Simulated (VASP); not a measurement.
Consider the following.

```yaml
crystal:
  lattice:
    - [3.15822, 0.00000, 0.00000]
    - [-1.57911, 2.73510, 0.00000]
    - [0.00000, 0.00000, 5.21088]
  atoms:
    - { symbol: Pt, position: [0.00000, 0.00000, 0.00000] }
    - { symbol: Pt, position: [0.00000, 0.00000, 0.50000] }
    - { symbol: C, position: [0.33333, 0.66667, 0.25000] }
    - { symbol: C, position: [0.66667, 0.33333, 0.75000] }
```

Level of theory: PBE GGA, VASP's PBE PAW potentials (set 64) (plane waves; VASP). Settings: 520 eV cut-off, Gaussian smearing of 0.050 eV, potentials Pt C.

### Question
Give the energies of bands 4 to 17 at the high-symmetry points, in eV from the Fermi level.

### Answer

```tsv
band	Γ	M	K	A	L	H
4	-6.91	-7.05	-7.25	-6.36	-7.65	-7.16
5	-6.79	-7.03	-7.25	-5.64	-5.68	-6.21
6	-6.79	-6.51	-5.71	-5.64	-5.68	-6.21
7	-4.50	-4.29	-5.71	-5.64	-5.65	-5.92
8	-4.50	-3.35	-3.34	-5.64	-5.65	-5.92
9	-3.95	-3.29	-2.85	-3.62	-3.80	-3.60
10	-3.95	-2.46	-2.69	-3.62	-3.80	-3.60
11	-1.99	-2.41	-2.69	-3.62	-2.21	-2.49
12	-1.99	-1.99	-2.17	-3.62	-2.21	-2.49
13	-0.27	-1.88	-2.17	-1.56	-1.44	-0.34
14	-0.27	-1.71	-1.25	-1.56	-1.44	-0.34
15	-0.26	-0.92	1.83	2.78	2.06	-0.18
16	1.11	1.82	1.83	2.78	2.06	-0.18
17	4.92	3.96	2.68	2.78	3.59	4.64
```

It has no gap at this level: it comes out as a metal or semimetal.

The structure was generated: PtC was put into the NiAs type type (P6_3/mmc), which need not be its known phase. It was relaxed first.
